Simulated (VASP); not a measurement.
Method: PBE GGA, VASP's PBE PAW potentials (set 64) (plane waves; VASP). Each cell was relaxed at this level, without spin-orbit coupling.

Task: Which of these comes out without a gap?
A) Pt, Fm-3m (225)
B) BeSe, F-43m (216)
C) Bi2Se3, R-3m (166)
D) K2S, Fm-3m (225)

Result: A, Pt, Fm-3m (225). The others have gaps of 2.32 eV (K2S, Fm-3m (225)), 2.67 eV (BeSe, F-43m (216)), 0.57 eV (Bi2Se3, R-3m (166)).
